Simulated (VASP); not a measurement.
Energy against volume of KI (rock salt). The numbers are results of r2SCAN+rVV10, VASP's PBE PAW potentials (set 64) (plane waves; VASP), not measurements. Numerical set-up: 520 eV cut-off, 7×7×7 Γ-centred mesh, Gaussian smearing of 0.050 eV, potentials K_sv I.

```csv
V (Å³/atom),E (eV/atom)
41.834,-16.71733
43.128,-16.71934
44.422,-16.71794
45.716,-16.71370
```

Task: Fit these four points and predict the energy of the run at 40.541 Å³/atom.

Result: A cubic in V^(−2/3), the third-order Birch-Murnaghan form, passes through the four points with V0 = 43.20 Å³/atom and B0 = 14 GPa, and gives -16.7112 eV/atom there. The run gave -16.7113 eV/atom, -0.1 meV/atom from the fit; all five points give B0 = 14 GPa.

The compound is KI in the rock salt structure. It was relaxed first.
